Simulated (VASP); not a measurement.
# NaMg3O4: relaxation of cell and atoms with optPBE-vdW

The system is NaMg3O4.

```
CELL_PARAMETERS angstrom
4.35375 0.00000 0.00000
0.00000 4.35375 0.00000
0.00000 0.00000 4.35375
ATOMIC_POSITIONS crystal
Mg 0.50000 0.50000 0.00000
Mg 0.50000 0.00000 0.50000
Mg 0.00000 0.50000 0.50000
Na 0.00000 0.00000 0.00000
O 0.00000 0.50000 0.00000
O 0.00000 0.00000 0.50000
O 0.50000 0.50000 0.50000
O 0.50000 0.00000 0.00000
```

The cell comes from a database or a generator and needn't be the stable form of this composition.

| Item | Value |
| --- | --- |
| Program | VASP 6.6.1 |
| Task | relaxation of cell and atoms |
| Functional | optPBE-vdW |
| Potentials or basis | VASP PAW PBE potentials, release 64 (Mg_GW, Na_sv_GW, O_GW) |
| Cutoff | 630 eV |
| k mesh | 6 × 6 × 6 |
| Occupations | gaussian, width 0.1 eV |
| Spin | no spin polarisation |
| Optimiser | BFGS |
| Further INCAR settings | ALGO = Normal; EDIFF = 1.00e-06 |

The relaxed volume is 10.14 Å³/atom, the relaxed cell is a = 4.329 Å, b = 4.329 Å, c = 4.329 Å, α = 90.00°, β = 90.00°, γ = 90.00° and the space group after relaxing (to 0.05 Å) is Pm-3m (No. 221). The energy gained by relaxing is 0.8 meV/atom and the ionic steps are 3. The pressure after relaxing is 0.0 GPa and the band gap on the k mesh is none (metal or under the smearing width).

The path:
```csv
step,energy change (eV),largest force (eV/Å),pressure (GPa),volume (Å³)
1,0.0000,0.0000,-2.04,82.53
2,-0.0005,0.0000,-1.95,82.47
3,-0.0061,0.0000,0.04,81.13
```

Final structure:
```xyz
8
Lattice="4.3291 0.0000 0.0000 0.0000 4.3291 0.0000 0.0000 0.0000 4.3291" Properties=species:S:1:pos:R:3 pbc="T T T"
Mg    2.1645    2.1645    0.0000
Mg    2.1645    0.0000    2.1645
Mg    0.0000    2.1645    2.1645
Na    0.0000    0.0000    0.0000
O     0.0000    2.1645    0.0000
O     0.0000    0.0000    2.1645
O     2.1645    2.1645    2.1645
O     2.1645    0.0000    0.0000
```

Levels at points of the mesh, in eV from the Fermi level:
| k point | band 17 | band 18 | band 19 | band 20 | band 21 | band 22 | band 23 | band 24 |
| --- | --- | --- | --- | --- | --- | --- | --- | --- |
| (0.00, 0.00, 0.00) | -0.81 | 0.23 | 0.23 | 0.23 | 4.79 | 9.41 | 9.41 | 9.95 |
| (0.50, 0.00, 0.00) | -0.66 | -0.66 | -0.15 | -0.15 | 7.59 | 8.27 | 11.41 | 11.74 |
| (0.50, 0.50, 0.00) | -0.56 | -0.56 | -0.51 | -0.04 | 9.03 | 9.59 | 9.59 | 9.64 |
| (0.50, 0.50, 0.50) | -0.50 | -0.50 | -0.04 | -0.04 | 7.80 | 8.59 | 8.59 | 8.59 |

Wall time 4 min on 1 thread of AMD EPYC 9R45 (Zen 5), with other jobs on the host, peak memory 0.47 GiB.

Caveat: the PAW data sets were made with another functional, which shifts forces and pressure a little; an odd number of electrons without spin polarisation forces a metal; a magnetic or distorted state may lie lower.
